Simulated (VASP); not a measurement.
Computed with r2SCAN meta-GGA, VASP's PBE PAW potentials (set 64) (plane waves; VASP 6.6.1).

A VASP calculation is set up with these files.

**KPOINTS**
```
Regular mesh
0
G
6 6 6
```

### INCAR
```
LCHARG=.FALSE.
SYSTEM=KMgF3
ISMEAR=-5
EDIFF=1E-7   ! SCF stop (eV)
PREC=Accurate
NEDOS=601
LASPH=.TRUE.   ! aspherical one-centre terms
LMIXTAU=.TRUE.
ISIF=2
METAGGA=R2SCAN
LREAL=.FALSE.
LORBIT=11
ALGO=Normal   ! blocked Davidson
NELM=100   ! most electronic steps
ENCUT=520   ! plane-wave cut-off (eV)
LEFG=.TRUE.
LWAVE=.FALSE.
```

**KPOINTS_OPT**
```
k-points along high-symmetry lines
10
Line-mode
Reciprocal
  0.000000   0.000000   0.000000 ! GAMMA
  0.000000   0.500000   0.000000 ! X

  0.000000   0.500000   0.000000 ! X
  0.500000   0.500000   0.000000 ! M

  0.500000   0.500000   0.000000 ! M
  0.000000   0.000000   0.000000 ! GAMMA

  0.000000   0.000000   0.000000 ! GAMMA
  0.500000   0.500000   0.500000 ! R

  0.500000   0.500000   0.500000 ! R
  0.000000   0.500000   0.000000 ! X

  0.500000   0.500000   0.500000 ! R
  0.500000   0.500000   0.000000 ! M
```

File POSCAR:
```
KMgF3
3.9730170
  1.0000001096   0.0000000000   0.0000000000
  0.0000000000   1.0000001096   0.0000000000
  0.0000000000   0.0000000000   1.0000001096
K Mg F
1 1 3
Direct
  0.0000000000   0.0000000000   0.0000000000
  0.5000000000   0.5000000000   0.5000000000
  0.5000000000   0.0000000000   0.5000000000
  0.0000000000   0.5000000000   0.5000000000
  0.5000000000   0.5000000000   0.0000000000
```

POTCAR, in this order: K_sv Mg F (PBE.64 set). Program: vasp_std.

Output of the run:

OUTCAR:
```
 ion  position               nearest neighbor table
   1  0.000  0.000  0.000-   3 2.81   4 2.81   5 2.81   3 2.81   4 2.81   4 2.81   5 2.81   4 2.81
                             3 2.81   5 2.81   3 2.81   5 2.81   2 3.44   2 3.44   2 3.44   2 3.44
   2  0.500  0.500  0.500-   3 1.99   4 1.99   5 1.99   5 1.99   3 1.99   4 1.99   1 3.44   1 3.44
                             1 3.44   1 3.44   1 3.44   1 3.44   1 3.44   1 3.44
   3  0.500  0.000  0.500-   2 1.99   2 1.99   1 2.81   1 2.81   1 2.81   1 2.81
   4  0.000  0.500  0.500-   2 1.99   2 1.99   1 2.81   1 2.81   1 2.81   1 2.81
   5  0.500  0.500  0.000-   2 1.99   2 1.99   1 2.81   1 2.81   1 2.81   1 2.81
  LATTYP: Found a simple cubic cell.
 ALAT       =     3.9730174356
 Subroutine PRICEL returns:
 Original cell was already a primitive cell.
 Subroutine GETGRP returns: Found 48 space group operations
The static configuration has the point symmetry O_h .
The dynamic configuration has the point symmetry O_h .
 Subroutine INISYM returns: Found 48 space group operations
 Subroutine IBZKPT returns following result:
 Found     20 irreducible k-points:

 Following reciprocal coordinates:
            Coordinates               Weight
  0.000000  0.000000  0.000000      1.000000
  0.166667  0.000000  0.000000      6.000000
  0.333333  0.000000  0.000000      6.000000
  0.500000  0.000000  0.000000      3.000000
...
```

### OSZICAR
```
       N       E                     dE             d eps       ncg     rms          rms(c)
DAV:   1     0.228760363331E+03    0.22876E+03   -0.18231E+04   800   0.160E+03
DAV:   2    -0.379575552649E+02   -0.26672E+03   -0.26071E+03  1048   0.405E+02
DAV:   3    -0.483079756435E+02   -0.10350E+02   -0.10321E+02   956   0.774E+01
DAV:   4    -0.486854148215E+02   -0.37744E+00   -0.37646E+00  1412   0.128E+01
DAV:   5    -0.486871358736E+02   -0.17211E-02   -0.17209E-02   932   0.875E-01    0.824E+00
DAV:   6    -0.392840627742E+02    0.94031E+01   -0.48855E+00  1028   0.189E+01    0.279E+00
DAV:   7    -0.369938976843E+02    0.22902E+01   -0.13972E+00  1056   0.132E+01    0.201E+00
DAV:   8    -0.413648935825E+02   -0.43710E+01   -0.97067E-01  1016   0.104E+01    0.106E+00
DAV:   9    -0.365609170933E+02    0.48040E+01   -0.83028E-01   892   0.687E+00    0.111E+00
DAV:  10    -0.373588824919E+02   -0.79797E+00   -0.37001E-01   900   0.516E+00    0.212E-01
DAV:  11    -0.373566295382E+02    0.22530E-02   -0.49356E-03  1232   0.520E-01    0.218E-01
DAV:  12    -0.373602174617E+02   -0.35879E-02   -0.58878E-05  1012   0.647E-02    0.217E-01
DAV:  13    -0.373379300351E+02    0.22287E-01   -0.10993E-03   920   0.340E-01    0.219E-01
DAV:  14    -0.374145792684E+02   -0.76649E-01   -0.17493E-01   844   0.361E+00    0.160E+00
DAV:  15    -0.374348454753E+02   -0.20266E-01   -0.15503E-02   928   0.120E+00    0.224E+00
DAV:  16    -0.374261409119E+02    0.87046E-02   -0.14025E-02   888   0.101E+00    0.158E+00
DAV:  17    -0.374115678060E+02    0.14573E-01   -0.50295E-02   940   0.170E+00    0.386E-01
DAV:  18    -0.374153419040E+02   -0.37741E-02   -0.11932E-02  1048   0.911E-01    0.315E-01
DAV:  19    -0.374160420763E+02   -0.70017E-03   -0.94195E-04  1052   0.263E-01    0.256E-01
DAV:  20    -0.374158341097E+02    0.20797E-03   -0.56870E-04  1076   0.186E-01    0.131E-01
DAV:  21    -0.374156635902E+02    0.17052E-03   -0.37575E-04   936   0.154E-01    0.312E-02
DAV:  22    -0.374156771609E+02   -0.13571E-04   -0.40167E-05  1084   0.605E-02    0.213E-02
DAV:  23    -0.374156790686E+02   -0.19078E-05   -0.71774E-06  1188   0.258E-02    0.786E-03
DAV:  24    -0.374156781366E+02    0.93199E-06   -0.16173E-06   948   0.994E-03    0.313E-03
DAV:  25    -0.374156772860E+02    0.85061E-06   -0.34577E-07   880   0.616E-03    0.141E-03
DAV:  26    -0.374156776198E+02   -0.33376E-06   -0.34699E-07   844   0.671E-03    0.393E-04
DAV:  27    -0.374156775921E+02    0.27687E-07   -0.51232E-08   592   0.234E-03
   1 F= -.37415678E+02 E0= -.37415678E+02  d E =0.000000E+00
       N       E                     dE             ncg
       N       E                     dE             ncg
       N       E                     dE             ncg
```

**OUTCAR**
```
------------------------ aborting loop because EDIFF is reached ----------------------------------------
  FORCE on cell =-STRESS in cart. coord.  units (eV):
  Direction    XX          YY          ZZ          XY          YZ          ZX
  --------------------------------------------------------------------------------------
  Total       -0.0608223     -0.0608223     -0.0608223      0.0000000      0.0000000     -0.0000000
  in kB       -1.5538596     -1.5538596     -1.5538596      0.0000000      0.0000000     -0.0000000
  external PRESSURE =      -1.5538596 kB  Pullay stress =       0.0000000 kB
  volume of cell :       62.71
      direct lattice vectors                 reciprocal lattice vectors
     3.973017436  0.000000000  0.000000000     0.251697863  0.000000000  0.000000000
     0.000000000  3.973017436  0.000000000     0.000000000  0.251697863  0.000000000
     0.000000000  0.000000000  3.973017436     0.000000000  0.000000000  0.251697863
 POSITION                                       TOTAL-FORCE (eV/Angst)
 -----------------------------------------------------------------------------------
      0.00000      0.00000      0.00000         0.000000      0.000000      0.000000
      1.98651      1.98651      1.98651         0.000000      0.000000      0.000000
      1.98651      0.00000      1.98651         0.000000      0.000000      0.000000
      0.00000      1.98651      1.98651         0.000000      0.000000      0.000000
      1.98651      1.98651      0.00000         0.000000      0.000000      0.000000
 -----------------------------------------------------------------------------------
    total drift:                                0.000000      0.000000     -0.000000
  FREE ENERGIE OF THE ION-ELECTRON SYSTEM (eV)
  ---------------------------------------------------
  free  energy   TOTEN  =       -37.4156775921 eV

  energy  without entropy=      -37.4156775921  energy(sigma->0) =      -37.41567759

 total charge

# of ion       s       p       d       tot
------------------------------------------
    1        1.958   5.689   0.026   7.672
    2        0.119   0.158   0.074   0.351
    3        1.734   4.436   0.000   6.170
    4        1.734   4.436   0.000   6.170
    5        1.734   4.436   0.000   6.170
--------------------------------------------------
tot          7.279  19.155   0.099  26.532

 Electric field gradients after diagonalization (V/A^2)
 (convention: |V_zz| > |V_xx| > |V_yy|)
----------------------------------------------------------------------
 ion       V_xx      V_yy      V_zz     asymmetry (V_yy - V_xx)/ V_zz
----------------------------------------------------------------------
   1      -0.000    -0.000     0.000       0.229
   2      -0.000    -0.000     0.000       0.115
   3     -21.645   -21.645    43.291       0.000
   4     -21.645   -21.645    43.291       0.000
   5     -21.645   -21.645    43.291       0.000
```
(Selected blocks of OUTCAR.)

The compound is KMgF3 in the cubic perovskite structure. It was relaxed first.
